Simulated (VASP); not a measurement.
Method: PBEsol GGA, VASP's PBE PAW potentials (set 64) (plane waves; VASP).

A VASP calculation is set up with these files.

**INCAR**
```
# general
SYSTEM  = CoSi
PREC    = Accurate
ENCUT   = 400   # plane-wave cut-off (eV)
LREAL   = .False.   # projection in real space or not
LASPH   = .True.   # aspherical one-centre terms

# electronic loop
EDIFF   = 1E-6
NELM    = 100   # most electronic steps
ALGO    = Normal   # blocked Davidson
LMAXMIX = 4

# smearing
ISMEAR  = 1   # Methfessel-Paxton
SIGMA   = 0.1

# functional
GGA     = PS   # PBEsol

# spin
ISPIN   = 2
MAGMOM  = 3.0 0.0

# ions
IBRION  = 2
NSW     = 60
ISIF    = 3
EDIFFG  = -0.01   # ionic stop

# output
LWAVE   = .False.
LCHARG  = .False.
LORBIT  = 10
```

File POSCAR:
```
CoSi
1
    0.0000000000     2.7366400000     2.7366400000
    2.7366400000     0.0000000000     2.7366400000
    2.7366400000     2.7366400000     0.0000000000
Co Si
1 1
Direct
  0.0000000000   0.0000000000   0.0000000000
  0.2500000000   0.2500000000   0.2500000000
```

### KPOINTS
```
kpoints
0
gamma
 10 10 10
```

POTCAR, in this order: Co Si (PBE.64 set). Program: vasp_std.

What VASP printed:

OUTCAR:
```
 ion  position               nearest neighbor table
   1  0.000  0.000  0.000-   2 2.37   2 2.37   2 2.37   2 2.37
   2  0.250  0.250  0.250-   1 2.37   1 2.37   1 2.37   1 2.37
  LATTYP: Found a face centered cubic cell.
 ALAT       =     5.4732800000
 Subroutine PRICEL returns:
 Original cell was already a primitive cell.
 Subroutine GETGRP returns: Found 24 space group operations
The static configuration has the point symmetry T_d .
The dynamic configuration has the point symmetry T_d .
The overall configuration has the point symmetry T_d .
 Subroutine INISYM returns: Found 24 space group operations
 Subroutine IBZKPT returns following result:
 Found     47 irreducible k-points:

 Following reciprocal coordinates:
            Coordinates               Weight
  0.000000  0.000000  0.000000      1.000000
  0.100000  0.000000  0.000000      8.000000
  0.200000  0.000000  0.000000      8.000000
  0.300000  0.000000  0.000000      8.000000
  0.400000  0.000000  0.000000      8.000000
  0.500000  0.000000  0.000000      4.000000
  0.100000  0.100000  0.000000      6.000000
  0.200000  0.100000  0.000000     24.000000
...
```

**OSZICAR**
```
       N       E                     dE             d eps       ncg     rms          rms(c)
DAV:   1     0.377769636974E+02    0.37777E+02   -0.46274E+03  2272   0.824E+02
DAV:   2    -0.118660416152E+02   -0.49643E+02   -0.46034E+02  2300   0.166E+02
DAV:   3    -0.136937788270E+02   -0.18277E+01   -0.17964E+01  2784   0.375E+01
DAV:   4    -0.137300975670E+02   -0.36319E-01   -0.36277E-01  2804   0.532E+00
DAV:   5    -0.137311621334E+02   -0.10646E-02   -0.10645E-02  2800   0.901E-01    0.148E+01
DAV:   6    -0.252698520077E+02   -0.11539E+02   -0.13066E+02  2516   0.160E+02    0.374E+01
DAV:   7    -0.123343539458E+02    0.12935E+02   -0.35318E+01  2636   0.955E+01    0.858E+00
DAV:   8    -0.120083962615E+02    0.32596E+00   -0.31036E+00  3152   0.191E+01    0.314E+00
DAV:   9    -0.120777669134E+02   -0.69371E-01   -0.29504E-01  2932   0.504E+00    0.178E+00
DAV:  10    -0.120731380181E+02    0.46289E-02   -0.87641E-02  3116   0.270E+00    0.792E-01
DAV:  11    -0.120764713254E+02   -0.33333E-02   -0.42756E-02  3044   0.163E+00    0.398E-01
DAV:  12    -0.120784130332E+02   -0.19417E-02   -0.10677E-02  3104   0.925E-01    0.177E-01
DAV:  13    -0.120787132184E+02   -0.30019E-03   -0.43554E-03  3204   0.567E-01    0.515E-02
DAV:  14    -0.120787143487E+02   -0.11303E-05   -0.16738E-04  2628   0.117E-01    0.255E-02
DAV:  15    -0.120787180301E+02   -0.36814E-05   -0.23727E-05  2836   0.486E-02    0.906E-03
DAV:  16    -0.120787183728E+02   -0.34271E-06   -0.10832E-05  2492   0.295E-02    0.587E-03
DAV:  17    -0.120787183965E+02   -0.23633E-07   -0.72977E-07  1392   0.897E-03
   1 F= -.12078718E+02 E0= -.12078984E+02  d E =-.120787E+02  mag=    -0.0001
       N       E                     dE             d eps       ncg     rms          rms(c)
DAV:   1    -0.375752211560E+02   -0.25497E+02   -0.26876E+02  2632   0.243E+02    0.482E+01
DAV:   2    -0.545585668035E+02   -0.16983E+02   -0.48886E+02  2288   0.353E+02    0.777E+01
DAV:   3    -0.144686728167E+02    0.40090E+02   -0.11895E+02  2664   0.145E+02    0.234E+01
DAV:   4    -0.128506787719E+02    0.16180E+01   -0.12275E+01  3192   0.479E+01    0.148E+01
DAV:   5    -0.129220099748E+02   -0.71331E-01   -0.29897E+00  2888   0.237E+01    0.993E+00
DAV:   6    -0.126029787193E+02    0.31903E+00   -0.17729E+00  2636   0.195E+01    0.303E+00
DAV:   7    -0.126117477702E+02   -0.87691E-02   -0.93753E-02  2796   0.372E+00    0.164E+00
DAV:   8    -0.126072829774E+02    0.44648E-02   -0.17322E-02  2720   0.193E+00    0.195E-01
DAV:   9    -0.126070133152E+02    0.26966E-03   -0.17819E-03  3464   0.451E-01    0.590E-02
DAV:  10    -0.126069995141E+02    0.13801E-04   -0.63778E-05  3256   0.902E-02    0.302E-02
DAV:  11    -0.126069958538E+02    0.36603E-05   -0.11232E-05  2492   0.489E-02    0.171E-02
DAV:  12    -0.126069954596E+02    0.39422E-06   -0.13685E-06  1328   0.166E-02
   2 F= -.12606995E+02 E0= -.12607333E+02  d E =-.528277E+00  mag=    -0.0000
       N       E                     dE             d eps       ncg     rms          rms(c)
DAV:   1    -0.146236447414E+02   -0.20166E+01   -0.23057E+01  2476   0.819E+01    0.124E+01
DAV:   2    -0.198718168036E+02   -0.52482E+01   -0.81980E+01  2676   0.129E+02    0.228E+01
DAV:   3    -0.127544357347E+02    0.71174E+01   -0.29627E+01  2520   0.805E+01    0.275E+00
DAV:   4    -0.127593041781E+02   -0.48684E-02   -0.42148E-01  2272   0.636E+00    0.195E+00
DAV:   5    -0.127249305666E+02    0.34374E-01   -0.48423E-02  3396   0.209E+00    0.475E-01
DAV:   6    -0.127244014524E+02    0.52911E-03   -0.24121E-03  3136   0.417E-01    0.257E-01
DAV:   7    -0.127243845847E+02    0.16868E-04   -0.13275E-04  2744   0.842E-02    0.750E-02
DAV:   8    -0.127243899923E+02   -0.54076E-05   -0.10037E-05  2612   0.240E-02    0.264E-02
DAV:   9    -0.127243904095E+02   -0.41720E-06   -0.11213E-06  1460   0.129E-02
   3 F= -.12724390E+02 E0= -.12724854E+02  d E =-.645672E+00  mag=    -0.0000
       N       E                     dE             d eps       ncg     rms          rms(c)
DAV:   1    -0.127303188900E+02   -0.59289E-02   -0.71589E-02  2476   0.436E+00    0.745E-01
DAV:   2    -0.127531333855E+02   -0.22814E-01   -0.31526E-01  2612   0.780E+00    0.146E+00
DAV:   3    -0.127242490249E+02    0.28884E-01   -0.16607E-01  2608   0.571E+00    0.111E-01
DAV:   4    -0.127241384666E+02    0.11056E-03   -0.13262E-03  2280   0.284E-01    0.408E-02
DAV:   5    -0.127241254751E+02    0.12991E-04   -0.68298E-05  3364   0.991E-02    0.150E-02
DAV:   6    -0.127241243837E+02    0.10914E-05   -0.69476E-06  2400   0.182E-02    0.223E-03
DAV:   7    -0.127241243246E+02    0.59109E-07   -0.19275E-07  1272   0.473E-03
   4 F= -.12724124E+02 E0= -.12724582E+02  d E =-.645406E+00  mag=    -0.0000
       N       E                     dE             d eps       ncg     rms          rms(c)
DAV:   1    -0.127393730900E+02   -0.15249E-01   -0.17557E-01  2472   0.685E+00    0.116E+00
DAV:   2    -0.127963197329E+02   -0.56947E-01   -0.78081E-01  2608   0.122E+01    0.234E+00
DAV:   3    -0.127245816847E+02    0.71738E-01   -0.40246E-01  2592   0.889E+00    0.181E-01
DAV:   4    -0.127242893276E+02    0.29236E-03   -0.28640E-03  2256   0.450E-01    0.698E-02
DAV:   5    -0.127242464557E+02    0.42872E-04   -0.18343E-04  3360   0.164E-01    0.219E-02
DAV:   6    -0.127242435090E+02    0.29467E-05   -0.12303E-05  2520   0.251E-02    0.457E-03
DAV:   7    -0.127242435939E+02   -0.84899E-07   -0.86475E-07  1264   0.952E-03
   5 F= -.12724244E+02 E0= -.12724709E+02  d E =-.119269E-03  mag=    -0.0000
       N       E                     dE             d eps       ncg     rms          rms(c)
DAV:   1    -0.127272400969E+02   -0.29966E-02   -0.32855E-02  2484   0.295E+00    0.505E-01
DAV:   2    -0.127378846859E+02   -0.10645E-01   -0.14631E-01  2608   0.530E+00    0.999E-01
DAV:   3    -0.127244522730E+02    0.13432E-01   -0.77081E-02  2608   0.388E+00    0.758E-02
DAV:   4    -0.127244010756E+02    0.51197E-04   -0.60230E-04  2264   0.193E-01    0.274E-02
DAV:   5    -0.127243952681E+02    0.58075E-05   -0.30917E-05  3352   0.666E-02    0.100E-02
DAV:   6    -0.127243947469E+02    0.52121E-06   -0.27456E-06  1424   0.121E-02
   6 F= -.12724395E+02 E0= -.12724857E+02  d E =-.270422E-03  mag=     0.0000
```

File OUTCAR:
```
------------------------ aborting loop because EDIFF is reached ----------------------------------------
  FORCE on cell =-STRESS in cart. coord.  units (eV):
  Direction    XX          YY          ZZ          XY          YZ          ZX
  --------------------------------------------------------------------------------------
  Total       -0.0013973     -0.0013973     -0.0013973      0.0000000      0.0000000      0.0000000
  in kB       -0.0705176     -0.0705176     -0.0705176      0.0000000      0.0000000      0.0000000
  external PRESSURE =      -0.0705176 kB  Pullay stress =       0.0000000 kB
  volume of cell :       31.75
      direct lattice vectors                 reciprocal lattice vectors
    -0.000000000  2.513205062  2.513205062    -0.198949146  0.198949146  0.198949146
     2.513205062 -0.000000000  2.513205062     0.198949146 -0.198949146  0.198949146
     2.513205062  2.513205062  0.000000000     0.198949146  0.198949146 -0.198949146
 POSITION                                       TOTAL-FORCE (eV/Angst)
 -----------------------------------------------------------------------------------
      2.51321     -0.00000      2.51321        -0.000000     -0.000000     -0.000000
      1.25660      1.25660      1.25660         0.000000      0.000000      0.000000
 -----------------------------------------------------------------------------------
    total drift:                                0.000001      0.000001      0.000001
  FREE ENERGIE OF THE ION-ELECTRON SYSTEM (eV)
  ---------------------------------------------------
  free  energy   TOTEN  =       -12.7243947469 eV

  energy  without entropy=      -12.7257812154  energy(sigma->0) =      -12.72485690

 total charge

# of ion       s       p       d       tot
------------------------------------------
    1        0.547   0.404   7.585   8.536
    2        0.828   0.865   0.000   1.694
--------------------------------------------------
tot          1.375   1.270   7.585  10.230

 magnetization (x)

# of ion       s       p       d       tot
------------------------------------------
    1        0.000  -0.000   0.000   0.000
    2       -0.000  -0.000   0.000  -0.000
--------------------------------------------------
tot          0.000  -0.000   0.000   0.000

 reached required accuracy - stopping structural energy minimisation
```
(Selected blocks of OUTCAR.)

### CONTCAR
```
CoSi
   1.00000000000000
    -0.0000000000000000    2.5132050616002122    2.5132050616002122
     2.5132050616002122   -0.0000000000000000    2.5132050616002122
     2.5132050616002122    2.5132050616002122    0.0000000000000000
  Co              Si
     1     1
Direct
     0.0000000000000000    1.0000000000000000    0.0000000000000000
     0.2500000000000000    0.2500000000000000    0.2500000000000000
```

Energy and stress use the plane-wave basis of the starting cell.

The structure was generated: CoSi was put into the zinc blende type (F-43m), which need not be its known phase. This run relaxes it. Symmetry was kept, so distortions that lower it aren't found.
